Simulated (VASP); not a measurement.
# Be2Ru in VASP: further runs, part 2 of 2

VASP 6.6.1.

## (3) Relaxation of the atoms, PBE+D2

INCAR

```
SYSTEM = Be2Ru
ALGO = Fast ; DIPOL = 0.5 0.5 0.275
EDIFF = 1E-6 ; EDIFFG = -0.02
ENCUT = 520 ; GGA = PE
IBRION = 2 ; IDIPOL = 3
ISIF = 2 ; ISMEAR = -1
IVDW = 1 ; LASPH = .TRUE.
LCHARG = .FALSE. ; LDIPOL = .TRUE.
LREAL = .FALSE. ; LWAVE = .FALSE.
NELM = 80 ; NSW = 60
PREC = Accurate ; SIGMA = 0.05
```

KPOINTS

```
k-points
0
G
  12 12 1
  0 0 0
```

POSCAR

```
Be2Ru
1.0
    2.6011000000      0.0000000000      0.0000000000
   -1.3005500000      2.2526200000      0.0000000000
    0.0000000000      0.0000000000     30.8837600000
Be Ru
2 1
Selective dynamics
Direct
    0.3333300000      0.6666700000      0.3344800000  F F F
    0.6666700000      0.3333300000      0.2159700000  T T T
    0.0000000000      0.0000000000      0.2752300000  T T T
```

Potentials or basis: VASP PAW PBE potentials, release 64 (Be, Ru_pv).

Launch:

```console
$ cat potpaw_PBE.64/Be/POTCAR potpaw_PBE.64/Ru_pv/POTCAR > POTCAR
$ mpirun -np 1 vasp_std > vasp.out
```

It took 3.9 min on 1 thread of AMD EPYC 9R14 (Zen 4), shared host; peak memory 0.34 GiB.

It converged, with:

```
Free energy                : -15.7686 eV
Energy gained by relaxing  : 0.2 meV/atom
Ionic steps                : 5
Band gap on the k mesh     : none (metal or under the smearing width)
Dispersion energy per atom : -0.171 eV
```

The path:
| step | energy change (eV) | largest force (eV/Å) | pressure (GPa) |
| --- | --- | --- | --- |
| 1 | 0.0000 | 0.0580 | -0.46 |
| 2 | -0.0001 | 0.0560 | -0.43 |
| 3 | -0.0003 | 0.0541 | -0.38 |
| 4 | -0.0004 | 0.0407 | -0.36 |
| 5 | -0.0006 | 0.0035 | -0.31 |

Final structure:
```xyz
3
Lattice="2.6011 0.0000 0.0000 -1.3006 2.2526 0.0000 0.0000 0.0000 30.8838" Properties=species:S:1:pos:R:3 pbc="T T T"
Be    0.0000    1.5018   10.3300
Be    1.3006    0.7509    6.6906
Ru    2.6011    0.0000    8.5098
```

Levels at points of the mesh, in eV from the Fermi level:
```tsv
k point	band 7	band 8	band 9	band 10	band 11	band 12
(0.00, 0.00, 0.00)	-2.07	-2.07	-1.25	-0.17	0.60	0.60
(0.50, 0.00, 0.00)	-1.53	-0.59	0.31	2.64	2.66	3.60
(0.50, 0.50, 0.00)	-1.53	-0.59	0.31	2.64	2.66	3.60
```

Caveat: atom-pairwise D2, TS and ULG terms overbind metals.

## (4) Relaxation of the atoms, PBE+D3

INCAR, as its differences from that of step 3:

```diff
@@ -6,3 +6,3 @@
 ISIF = 2 ; ISMEAR = -1
-IVDW = 1 ; LASPH = .TRUE.
+IVDW = 11 ; LASPH = .TRUE.
 LCHARG = .FALSE. ; LDIPOL = .TRUE.
```

KPOINTS is that of step 3.

POSCAR is that of step 3.

Potentials or basis: VASP PAW PBE potentials, release 64 (Be, Ru_pv).

Launch:

```console
$ cat potpaw_PBE.64/Be/POTCAR potpaw_PBE.64/Ru_pv/POTCAR > POTCAR
$ mpirun -np 1 vasp_std > vasp.out
```

OUTCAR:

```text
SYSTEM = Be2Ru
   EDIFF = 1E-6
   EDIFFG = -0.02
   ENCUT = 520
   GGA = PE
   IBRION = 2
   ISIF = 2
   ISMEAR = -1
   IVDW = 11
   LASPH = .TRUE.
   LREAL = .FALSE.
   NELM = 80
   NSW = 60
   PREC = Accurate
 IVDW          = 11

 ion  position               nearest neighbor table
   1  0.333  0.667  0.334-   3 2.37   3 2.37   3 2.37
   2  0.667  0.333  0.216-   3 2.37   3 2.37   3 2.37
   3  0.000  0.000  0.275-   1 2.37   1 2.37   1 2.37   2 2.37   2 2.37   2 2.37

  LATTYP: Found a hexagonal cell.
 ALAT       =     2.6011000000
 C/A-ratio  =    11.8733458921

  Lattice vectors:

 A1 = (   2.6011000000,   0.0000000000,   0.0000000000)
 A2 = (  -1.3005500000,   2.2526200000,   0.0000000000)
 A3 = (   0.0000000000,   0.0000000000,  30.8837600000)

[... 388 lines left out ...]
      9      -3.5690      2.00000
     10      -2.4882      1.92908
     11      -1.7210      0.00001
     12      -1.7210      0.00001
     13       1.9641      0.00000
[... 354 lines left out ...]
  band No.  band energies     occupation
      1     -45.2939      2.00000
      2     -44.6975      2.00000
      3     -44.6331      2.00000
      4      -7.7569      2.00000
      5      -7.4736      2.00000
      6      -6.1951      2.00000
      7      -3.9126      2.00000
      8      -3.4172      2.00000
      9      -2.8214      1.99991
     10      -0.7488      0.00000
     11       0.1269      0.00000
     12       1.6052      0.00000
     13       2.6120      0.00000

 [... further k-points ...]

------------------------ aborting loop because EDIFF is reached ----------------------------------------

 vacuum level on the upper side and lower side of the slab       (xc-potential included)        -0.170        -0.188

 Edisp (eV)   -0.69717

 E8    (eV) :    -0.4278

  FORCE on cell =-STRESS in cart. coord.  units (eV):
  Direction    XX          YY          ZZ          XY          YZ          ZX
  --------------------------------------------------------------------------------------
  -------------------------------------------------------------------------------------
  Total      -0.95426    -0.95431    -0.01242    -0.00004    -0.00003     0.00005
  in kB      -8.44897    -8.44941    -0.10999    -0.00038    -0.00025     0.00044
  external pressure =       -5.67 kB  Pullay stress =        0.00 kB
[... 18 lines left out ...]
  FREE ENERGIE OF THE ION-ELECTRON SYSTEM (eV)
  ---------------------------------------------------
  free  energy   TOTEN  =       -15.9531453217 eV

  energy  without entropy=      -15.9393237983  energy(sigma->0) =      -15.94623456

 reached required accuracy - stopping structural energy minimisation

 vacuum level on the upper side and lower side of the slab         2.231         2.214
```

OSZICAR:

```text
N       E                     dE             d eps       ncg     rms          rms(c)
DAV:   1     0.790759410577E+02    0.79076E+02   -0.94225E+03  1590   0.104E+03
DAV:   2    -0.141423214870E+02   -0.93218E+02   -0.89939E+02  1453   0.236E+02
DAV:   3    -0.166066302757E+02   -0.24643E+01   -0.24197E+01  1318   0.383E+01
[... 44 lines left out ...]
RMM:   2    -0.152558865396E+02   -0.29191E-02   -0.30655E-02  1131   0.186E+00    0.729E-02
RMM:   3    -0.152559589821E+02   -0.72443E-04   -0.22001E-03  1138   0.495E-01    0.374E-02
RMM:   4    -0.152559687674E+02   -0.97853E-05   -0.42103E-04  1170   0.197E-01    0.206E-02
RMM:   5    -0.152559730243E+02   -0.42570E-05   -0.91256E-05  1195   0.830E-02    0.808E-03
RMM:   6    -0.152559749739E+02   -0.19496E-05   -0.13523E-05  1109   0.322E-02    0.223E-03
RMM:   7    -0.152559748738E+02    0.10006E-06   -0.28351E-06   821   0.139E-02
   5 F= -.15953145E+02 E0= -.15946235E+02  d E =-.361979E-03
```

Wall time 3.9 min (1 thread of AMD EPYC 9R14 (Zen 4), shared host); peak memory 0.35 GiB.

What came out:

```
Free energy                : -15.9531 eV
Energy gained by relaxing  : 0.3 meV/atom
Ionic steps                : 5
Band gap on the k mesh     : none (metal or under the smearing width)
Dispersion energy per atom : -0.232 eV
```

The path:
| step | energy change (eV) | largest force (eV/Å) | pressure (GPa) |
| --- | --- | --- | --- |
| 1 | 0.0000 | 0.0662 | -0.74 |
| 2 | -0.0002 | 0.0640 | -0.71 |
| 3 | -0.0004 | 0.0620 | -0.65 |
| 4 | -0.0006 | 0.0468 | -0.63 |
| 5 | -0.0008 | 0.0041 | -0.57 |

Final structure:
```
Be Ru
1.0
     2.60110    0.00000    0.00000
    -1.30055    2.25262    0.00000
     0.00000    0.00000   30.88376
Be Ru
2 1
Cartesian
  0.0000 1.5018 10.3300
  1.3006 0.7509 6.6933
  2.6011 0.0000 8.5110
```

## (5) The runs side by side

```csv
level,gap on the mesh (eV)
PBE,none
PBE+D2,none
PBE+D3,none
```

Alike in all rows: task relaxation of the atoms; potentials or basis VASP PAW PBE potentials, release 64 (Be, Ru_pv); no spin polarisation; cell atoms relaxed; k mesh 12 × 12 × 1; cutoff (eV) 520; smearing fermi-dirac 0.05 eV.

Caveats: the relaxation stopped at its first step, so nothing moved (some runs); atom-pairwise D2, TS and ULG terms overbind metals (some runs).

Total energies depend on the potentials used, so only differences within one code and one set of settings carry meaning.
